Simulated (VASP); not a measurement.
Level of theory: optB86b-vdW, VASP's PBE PAW potentials (set 64) (plane waves; VASP).

The input files of a VASP run:

INCAR:
```
! general
SYSTEM    =  TiCo
PREC      =  Accurate
ENCUT     =  520   ! plane-wave cut-off (eV)
LREAL     =  F
LASPH     =  T   ! aspherical one-centre terms

! electronic loop
EDIFF     =  1E-7   ! SCF stop (eV)
NELM      =  100   ! most electronic steps
ALGO      =  Normal   ! blocked Davidson
LMAXMIX   =  4

! smearing
ISMEAR    =  1   ! Methfessel-Paxton
SIGMA     =  0.1   ! width (eV)

! functional
GGA       =  MK
LUSE_VDW  =  T
AGGAC     =  0.0
PARAM1    =  0.1234
PARAM2    =  1.0

! ions
ISIF      =  2   ! forces and stress, cell fixed

! output
LWAVE     =  F
LCHARG    =  F
```

**KPOINTS**
```
Automatic mesh
0
Gamma
12 12 12
0 0 0
```

**POSCAR**
```
TiCo
1
    2.9470743645     0.0000000000     0.0000000000
    0.0000000000     2.9470743645     0.0000000000
    0.0000000000     0.0000000000     2.9470743645
Ti Co
1 1
Direct
  0.0000000000   0.0000000000   0.0000000000
  0.5000000000   0.5000000000   0.5000000000
```

POTCAR, in this order: Ti_sv Co (PBE.64 set). Program: vasp_std.

The resulting files:

OSZICAR:
```
       N       E                     dE             d eps       ncg     rms          rms(c)
DAV:   1     0.155493933284E+03    0.15549E+03   -0.10507E+04  2352   0.190E+03
DAV:   2    -0.360171155360E+01   -0.15910E+03   -0.15653E+03  2394   0.409E+02
DAV:   3    -0.125266824674E+02   -0.89250E+01   -0.88550E+01  3838   0.107E+02
DAV:   4    -0.127525407841E+02   -0.22586E+00   -0.22498E+00  2814   0.141E+01
DAV:   5    -0.127614411705E+02   -0.89004E-02   -0.88997E-02  3532   0.256E+00    0.135E+01
DAV:   6    -0.108996530422E+02    0.18618E+01   -0.12548E+01  2980   0.543E+01    0.614E+00
DAV:   7    -0.132841601110E+02   -0.23845E+01   -0.26693E+01  3830   0.498E+01    0.226E+01
DAV:   8    -0.105043638161E+02    0.27798E+01   -0.16150E+01  3506   0.396E+01    0.174E+00
DAV:   9    -0.105361774258E+02   -0.31814E-01   -0.25031E-01  3108   0.495E+00    0.183E+00
DAV:  10    -0.105210989508E+02    0.15078E-01   -0.78701E-02  3512   0.361E+00    0.455E-01
DAV:  11    -0.105197612635E+02    0.13377E-02   -0.58117E-03  2964   0.915E-01    0.285E-01
DAV:  12    -0.105192856400E+02    0.47562E-03   -0.17447E-03  3464   0.368E-01    0.894E-02
DAV:  13    -0.105192028593E+02    0.82781E-04   -0.24152E-04  2932   0.145E-01    0.400E-02
DAV:  14    -0.105191928027E+02    0.10057E-04   -0.64799E-05  3438   0.717E-02    0.608E-03
DAV:  15    -0.105191928968E+02   -0.94066E-07   -0.31394E-06  2606   0.239E-02    0.158E-03
DAV:  16    -0.105191929986E+02   -0.10182E-06   -0.16133E-07  2148   0.505E-03    0.351E-04
DAV:  17    -0.105191929726E+02    0.25932E-07   -0.21151E-08  1284   0.200E-03
   1 F= -.10519193E+02 E0= -.10518656E+02  d E =-.160969E-02
```

File OUTCAR:
```
------------------------ aborting loop because EDIFF is reached ----------------------------------------
  FORCE on cell =-STRESS in cart. coord.  units (eV):
  Direction    XX          YY          ZZ          XY          YZ          ZX
  --------------------------------------------------------------------------------------
  Total       -0.0413031     -0.0413031     -0.0413031      0.0000000     -0.0000000      0.0000000
  in kB       -2.5853531     -2.5853531     -2.5853531      0.0000000     -0.0000000      0.0000000
  external PRESSURE =      -2.5853531 kB  Pullay stress =       0.0000000 kB
  volume of cell :       25.60
      direct lattice vectors                 reciprocal lattice vectors
     2.947074365  0.000000000  0.000000000     0.339319568  0.000000000  0.000000000
     0.000000000  2.947074365  0.000000000     0.000000000  0.339319568  0.000000000
     0.000000000  0.000000000  2.947074365     0.000000000  0.000000000  0.339319568
 POSITION                                       TOTAL-FORCE (eV/Angst)
 -----------------------------------------------------------------------------------
      0.00000      0.00000      0.00000         0.000000      0.000000      0.000000
      1.47354      1.47354      1.47354         0.000000      0.000000      0.000000
 -----------------------------------------------------------------------------------
    total drift:                                0.000000      0.000000     -0.000000
  FREE ENERGIE OF THE ION-ELECTRON SYSTEM (eV)
  ---------------------------------------------------
  free  energy   TOTEN  =       -10.5191929726 eV

  energy  without entropy=      -10.5175832817  energy(sigma->0) =      -10.51865641
```
(Selected blocks of OUTCAR.)

The compound is TiCo in the CsCl type structure. It was relaxed first. The run is not spin-polarised, so no magnetic state was tried. The electron count is odd and the run is not spin-polarised, which forces a metal.
